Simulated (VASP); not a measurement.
# HPbNO4 (P1) in VASP: relaxation of cell and atoms with rev-vdW-DF2

Aim: the relaxation of cell and atoms of HPbNO4 with rev-vdW-DF2.

Everything below comes from runs of VASP 6.6.1. Logs are shortened: lines on timing, memory, paths and dates and some standing lists are left out, and cuts for length are marked.

## (1) The crystal as given

The typed cell holds 7 atoms: a = 4.204 Å, b = 4.339 Å, c = 6.729 Å, α = 71.95°, β = 72.29°, γ = 62.23°.

The cell was built by a generator and needn't be a form met in nature.

## (2) Relaxation of cell and atoms, rev-vdW-DF2

INCAR

```
SYSTEM = HPbNO4
  AGGAC = 0.0
  ALGO = Normal
  EDIFF = 1E-6
  EDIFFG = -0.01
  ENCUT = 600
  GGA = MK
  IBRION = 2
  ISIF = 3
  ISMEAR = -1
  KPAR = 4
  LASPH = .TRUE.
  LCHARG = .FALSE.
  LREAL = .FALSE.
  LUSE_VDW = .TRUE.
  LWAVE = .FALSE.
  NELM = 100
  NSW = 60
  PARAM1 = 0.1234
  PARAM2 = 0.711357
  PREC = Accurate
  SIGMA = 0.05
  ZAB_VDW = -1.8867
```

KPOINTS

```
k-points
0
G
  7 7 5
  0 0 0
```

POSCAR

```
HPbNO4
1.0
    4.1992300000      0.1111700000      0.1681700000
    1.9160000000      3.8913200000      0.1256800000
    1.7608500000      1.2525900000      6.3726600000
H Pb N O
1 1 1 4
Direct
    0.8914500000      0.6820200000      0.6279600000
    0.1442600000      0.9287200000      0.8835200000
    0.2567000000      0.2886100000      0.3017100000
    0.8310800000      0.6505600000      0.7840500000
    0.3869400000      0.2238000000      0.1129500000
    0.3110400000      0.0357600000      0.4585600000
    0.0772600000      0.6063300000      0.3227500000
```

Potentials or basis: VASP PAW PBE potentials, release 64 (H, Pb_d, N, O).

Command:

```bash
$ cat potpaw_PBE.64/H/POTCAR potpaw_PBE.64/Pb_d/POTCAR potpaw_PBE.64/N/POTCAR potpaw_PBE.64/O/POTCAR > POTCAR
$ mpirun -np 4 vasp_std > vasp.out
```

OUTCAR:

```text
SYSTEM = HPbNO4
   EDIFF = 1E-6
   EDIFFG = -0.01
   ENCUT = 600
   GGA = MK
   IBRION = 2
   ISIF = 3
   ISMEAR = -1
   LASPH = .TRUE.
   LREAL = .FALSE.
   NELM = 100
   NSW = 60
   PREC = Accurate

 ion  position               nearest neighbor table
   1  0.891  0.682  0.628-   4 0.98
   2  0.144  0.929  0.884-   4 2.48   4 2.51   6 2.67   4 2.72   5 2.81   7 2.84   5 2.91   5 2.93

   3  0.257  0.289  0.302-   6 1.25   7 1.26   5 1.28
   4  0.831  0.651  0.784-   1 0.98   2 2.48   2 2.51   2 2.72
   5  0.387  0.224  0.113-   3 1.28   2 2.81   2 2.91   2 2.93
   6  0.311  0.036  0.459-   3 1.25   2 2.67
   7  0.077  0.606  0.323-   3 1.26   2 2.84

  LATTYP: Found a triclinic cell.
 ALAT       =     6.7290690222
 B/A-ratio  =     1.0080435208
 C/A-ratio  =     0.6247619357
 COS(alpha) =     0.0037064377
 COS(beta)  =     0.3041824545
 COS(gamma) =     0.7937729759

  Lattice vectors:

 A1 = (   1.7608500000,   1.2525900000,   6.3726600000)
 A2 = (  -0.1551500000,  -2.6387300000,   6.2469800000)
 A3 = (   4.1992300000,   0.1111700000,   0.1681700000)

Analysis of symmetry for initial positions (statically):
=====================================================================
 Subroutine PRICEL returns:
 Original cell was already a primitive cell.

 Routine SETGRP: Setting up the symmetry group for a
 triclinic supercell.

 Subroutine GETGRP returns: Found  1 space group operations
 (whereof  1 operations were pure point group operations)
 out of a pool of  2 trial point group operations.

The static configuration has the point symmetry C_1 .

Analysis of symmetry for dynamics (positions and initial velocities):
=====================================================================
 Subroutine PRICEL returns:
 Original cell was already a primitive cell.

 Routine SETGRP: Setting up the symmetry group for a
 triclinic supercell.

 Subroutine GETGRP returns: Found  1 space group operations
 (whereof  1 operations were pure point group operations)
 out of a pool of  2 trial point group operations.

The dynamic configuration has the point symmetry C_1 .

 Subroutine INISYM returns: Found  1 space group operations
 (whereof  1 operations are pure point group operations),
 and found     1 'primitive' translations

----------------------------------------------------------------------------------------

                                     Primitive cell

  volume of cell :     101.3902

  direct lattice vectors                    reciprocal lattice vectors
     4.199230000  0.111170000  0.168170000     0.243027768 -0.118243312 -0.043910244
     1.916000000  3.891320000  0.125680000    -0.004909750  0.261012831 -0.049947232
     1.760850000  1.252590000  6.372660000    -0.006316502 -0.002027272  0.159064151

  length of vectors
     4.204066188  4.339265238  6.729069022     0.273810311  0.265794149  0.159202425

  position of ions in fractional coordinates (direct lattice)
     0.891450000  0.682020000  0.627960000
     0.144260000  0.928720000  0.883520000
     0.256700000  0.288610000  0.301710000
     0.831080000  0.650560000  0.784050000
     0.386940000  0.223800000  0.112950000
     0.311040000  0.035760000  0.458560000
     0.077260000  0.606330000  0.322750000

  ion indices of the primitive-cell ions
   primitive index   ion index
                 1           1
                 2           2
                 3           3
                 4           4
                 5           5
                 6           6
                 7           7

----------------------------------------------------------------------------------------

 KPOINTS: k-points

Automatic generation of k-mesh.
 Grid dimensions read from file:
 generate k-points for:    7    7    5

 Generating k-lattice:

  Cartesian coordinates                     Fractional coordinates (reciprocal lattice)
     0.034718253 -0.016891902 -0.006272892     0.142857143 -0.000000000 -0.000000000
    -0.000701393  0.037287547 -0.007135319     0.000000000  0.142857143  0.000000000
    -0.001263300 -0.000405454  0.031812830     0.000000000  0.000000000  0.200000000

  Length of vectors
     0.039115759  0.037970593  0.031840485

  Shift w.r.t. Gamma in fractional coordinates (k-lattice)
     0.000000000  0.000000000  0.000000000

 Subroutine IBZKPT returns following result:
 ===========================================

 Found    123 irreducible k-points:

 Following reciprocal coordinates:
            Coordinates               Weight
  0.000000  0.000000  0.000000      1.000000
  0.142857 -0.000000  0.000000      2.000000
  0.285714  0.000000  0.000000      2.000000
  0.428571 -0.000000  0.000000      2.000000
 -0.000000  0.142857  0.000000      2.000000
  0.142857  0.142857  0.000000      2.000000
[... 16 lines left out ...]
 -0.428571  0.428571 -0.000000      2.000000
 -0.285714  0.428571 -0.000000      2.000000
 [... further k-points ...]
   k-points           NKPTS =    123   k-points in BZ     NKDIM =    123   number of bands    NBANDS=     26
   number of dos      NEDOS =    301   number of ions     NIONS =      7
   total plane-waves  NPLWV =  69984
   dimension x,y,z NGX =    36 NGY =   36 NGZ =   54
   dimension x,y,z NGXF=    72 NGYF=   72 NGZF=  108
   ions per type =               1   1   1   4
   NGX,Y,Z   is equivalent  to a cutoff of  14.24, 13.79, 13.34 a.u.
   NGXF,Y,Z  is equivalent  to a cutoff of  28.47, 27.58, 26.68 a.u.
 SYSTEM =  HPbNO4
   PREC   = accura    normal or accurate (medium, high low for compatibility)
   ISTART =      0    job   : 0-new  1-cont  2-samecut
   ICHARG =      2    charge: 1-file 2-atom 10-const
   ISPIN  =      1    spin polarized calculation?
   LNONCOLLINEAR =      F non collinear calculations
   LSORBIT =      F    spin-orbit coupling
   LASPH  =      T    aspherical Exc in radial PAW
   ENCUT  =  600.0 eV  44.10 Ry    6.64 a.u.   8.40  8.67 13.44*2*pi/ulx,y,z
   NELM   =    100;   NELMIN=  2; NELMDL= -5     # of ELM steps
   EDIFF  = 0.1E-05   stopping-criterion for ELM
   LREAL  =      F    real-space projection
   EDIFFG = -.1E-01   stopping-criterion for IOM
   NSW    =     60    number of steps for IOM
   IBRION =      2    ionic relax: 0-MD 1-quasi-New 2-CG
   NFREE  =      1    steps in history (QN), initial steepest desc. (CG)
   ISIF   =      3    stress and relaxation
   ISYM   =      2    0-nonsym 1-usesym 2-fastsym
   POTIM  = 0.5000    time-step for ionic-motion
   TEBEG  =    0.0;   TEEND  =   0.0 temperature during run
   PSTRESS=    0.0 pullay stress
   NELECT =      44.0000    total number of electrons
   NUPDOWN=      -1.0000    fix difference up-down
   EMIN   =  10.00;   EMAX   =-10.00  energy-range for DOS
   EFERMI =   0.00;   METHOD = LEGACY
   ISMEAR =    -1;   SIGMA  =   0.05  broadening in eV -4-tet -1-fermi 0-gaus
   EFERMI_NEDOS =   21; number of points for ismear=-14 and -15
   IALGO  =     38    algorithm
   IMIX   =      4    mixing-type and parameters
     AMIX     =   0.40;   BMIX     =  1.00
     AMIX_MAG =   1.60;   BMIX_MAG =  1.00
  volume/ion in A,a.u.               =      14.48        97.74
  Fermi-wavevector in a.u.,A,eV,Ry     =   1.239444  2.342210 20.901576  1.536223
  Thomas-Fermi vector in A             =   2.373927
   LORBIT       =      0    0 simple, 1 ext, 2 COOP (PROOUT), +10 PAW based schemes
   GGA     = MK    functional components
   LHFCALC =     F    Hartree Fock is set to
   AEXX    =    0.0000 exact exchange contribution
   IVDW_NL    =     1    kernel type
   BPARAM     = 6.3000
   IVDW    =     0    specifies the selected vdW correction
   LEPSILON=     F    determine dielectric tensor
   LRPA    =     F    only Hartree local field effects (RPA)
 conjugate gradient relaxation of ions
 non-spin polarized calculation
  energy-cutoff  :      600.00
  volume of cell :      101.39
 maximum number of plane-waves:      3407
 NGX is ok and might be reduce to    36
   NGX = 17   NGY = 17   NGZ = 27

--------------------------------------- Ionic step        1  -------------------------------------------

 number of electron      44.0000003 magnetization

 Free energy of the ion-electron system (eV)
  ---------------------------------------------------
  ext. energy  EPLUGINS =         0.00000000
  ---------------------------------------------------
  free energy    TOTEN  =       -30.58605157 eV

  energy without entropy =      -30.58605157  energy(sigma->0) =      -30.58605157

------------------------ aborting loop because EDIFF is reached ----------------------------------------

  FORCE on cell =-STRESS in cart. coord.  units (eV):
  Direction    XX          YY          ZZ          XY          YZ          ZX
  --------------------------------------------------------------------------------------
  -------------------------------------------------------------------------------------
  Total       -1.1599853     -0.2491180     -0.0165446     -0.0571599     -0.0532297     -0.0354875
  in kB      -18.3301951     -3.9365862     -0.2614387     -0.9032460     -0.8411401     -0.5607772
  external PRESSURE =      -7.5094067 kB  Pullay stress =       0.0000000 kB
[... 108 lines left out ...]
  FREE ENERGIE OF THE ION-ELECTRON SYSTEM (eV)
  ---------------------------------------------------
  free  energy   TOTEN  =       -30.5955665592 eV

  energy  without entropy=      -30.5955665591  energy(sigma->0) =      -30.59556656

Total vdW correction in eV:      8.3958137

[... ionic steps 4 to 42 ...]

--------------------------------------- Ionic step       43  -------------------------------------------

 number of electron      44.0000004 magnetization

------------------------ aborting loop because EDIFF is reached ----------------------------------------

  FORCE on cell =-STRESS in cart. coord.  units (eV):
  Direction    XX          YY          ZZ          XY          YZ          ZX
  --------------------------------------------------------------------------------------
  -------------------------------------------------------------------------------------
  Total        0.0172509      0.0145446      0.0215373     -0.0077607     -0.0142326      0.0012424
  in kB        0.2884185      0.2431715      0.3600829     -0.1297518     -0.2379549      0.0207714
  external PRESSURE =       0.2972243 kB  Pullay stress =       0.0000000 kB
[... 71 lines left out ...]
Total vdW correction in eV:      8.2964836

--------------------------------------- Ionic step       45  -------------------------------------------

 number of electron      44.0000004 magnetization

 Free energy of the ion-electron system (eV)
  ---------------------------------------------------
  ext. energy  EPLUGINS =         0.00000000
  ---------------------------------------------------
  free energy    TOTEN  =       -30.62730259 eV

  energy without entropy =      -30.62730259  energy(sigma->0) =      -30.62730259

 E-fermi :   2.4066     XC(G=0):  -9.2167

 val. band max:        1.2617468688   @ k =  -0.2857   0.2857   0.4000
 cond. band min:       3.8166611681   @ k =  -0.2857   0.4286   0.4000
 fundamental gap:      2.5549142993
 Fermi energy:         2.4066418366

 k-point     1 :       0.0000    0.0000    0.0000
  band No.  band energies     occupation
      1     -24.6246      2.00000
      2     -19.2648      2.00000
      3     -18.9641      2.00000
      4     -16.4538      2.00000
      5     -13.9764      2.00000
      6     -13.9658      2.00000
[... 685 lines left out ...]
     25       6.7066      0.00000
     26       7.0829      0.00000

 [... further k-points ...]
[... 5 lines left out ...]
  --------------------------------------------------------------------------------------
  -------------------------------------------------------------------------------------
  Total        0.0174446     -0.0029091      0.0031213     -0.0037238     -0.0081784      0.0017507
  in kB        0.2916832     -0.0486415      0.0521893     -0.0622634     -0.1367473      0.0292726
  external PRESSURE =       0.0984103 kB  Pullay stress =       0.0000000 kB
[... 22 lines left out ...]
  FREE ENERGIE OF THE ION-ELECTRON SYSTEM (eV)
  ---------------------------------------------------
  free  energy   TOTEN  =       -30.6273025940 eV

  energy  without entropy=      -30.6273025940  energy(sigma->0) =      -30.62730259

Total vdW correction in eV:      8.2963023

 reached required accuracy - stopping structural energy minimisation
```

It took 59 min on 4 MPI ranks of Intel Xeon 6975P-C (Granite Rapids), shared host; peak memory 0.9 GiB.

Results:

| Quantity | Value |
| --- | --- |
| Free energy | -30.6273 eV |
| Relaxed volume | 13.69 Å³/atom |
| Relaxed cell | a = 4.123 Å, b = 4.204 Å, c = 6.676 Å, α = 72.70°, β = 72.44°, γ = 62.13° |
| Space group after relaxing (to 0.05 Å) | P1 (No. 1) |
| Energy gained by relaxing | 5.9 meV/atom |
| Ionic steps | 45 |
| Pressure after relaxing | 0.0 GPa |
| Largest force after relaxing | 0.010 eV/Å |
| Band gap on the k mesh | 2.55 eV, indirect (least direct gap 2.58 eV) |

Forces on the atoms (eV/Å):
```
H   -0.001  0.005 -0.002
Pb   0.000  0.002  0.002
N    0.001 -0.002 -0.006
O   -0.003  0.005  0.006
O    0.001 -0.002  0.009
O    0.005 -0.006 -0.005
O   -0.003 -0.002 -0.005
```

Step by step:
```tsv
step	energy change (eV)	largest force (eV/Å)	pressure (GPa)	volume (Å³)
1	0.0000	0.5121	-0.75	101.39
3	-0.0095	0.1633	-1.85	101.00
5	-0.0296	0.2580	-0.15	97.32
7	-0.0313	0.1433	0.11	96.93
9	-0.0335	0.2709	0.14	96.66
11	-0.0358	0.1292	0.06	96.54
13	-0.0375	0.1063	-0.04	96.30
15	-0.0384	0.0692	-0.03	96.16
17	-0.0386	0.0946	-0.09	96.14
19	-0.0396	0.0706	-0.01	96.02
21	-0.0403	0.0364	0.04	95.86
23	-0.0405	0.0288	0.01	95.88
25	-0.0406	0.0489	0.00	95.91
27	-0.0409	0.0545	0.00	95.94
29	-0.0410	0.0128	-0.05	95.96
31	-0.0410	0.0334	-0.09	95.93
33	-0.0411	0.0345	-0.02	95.84
35	-0.0411	0.0368	0.01	95.81
37	-0.0412	0.0363	0.09	95.76
39	-0.0412	0.0195	0.05	95.77
41	-0.0412	0.0230	-0.02	95.81
43	-0.0413	0.0241	0.03	95.83
45	-0.0413	0.0096	0.01	95.82
```

Final structure:
```
H Pb N O
1.0
     4.11822    0.09943    0.16916
     1.87232    3.76198    0.10718
     1.72824    1.17811    6.34039
H Pb N O
1 1 1 4
Direct
  0.89503 0.68244 0.61928
  0.13678 0.94260 0.88489
  0.25712 0.28513 0.30523
  0.83355 0.65050 0.77726
  0.39420 0.20998 0.11552
  0.31197 0.02888 0.46469
  0.07008 0.61629 0.32462
```

Levels at points of the mesh, in eV from the valence-band top:
```
           k point  band 20  band 21  band 22  band 23  band 24  band 25
(0.00, 0.00, 0.00)    -1.59    -1.58    -0.97     3.30     4.20     5.56
```

Caveat: the standard files for N, O and F lose accuracy on very short bonds; the PAW data sets were made with another functional, which shifts forces and pressure a little; spin-orbit coupling is left out, which as a rule narrows the gap of such compounds by several tenths of an eV; an odd mesh through Γ misses points on the zone boundary, where band edges often lie.
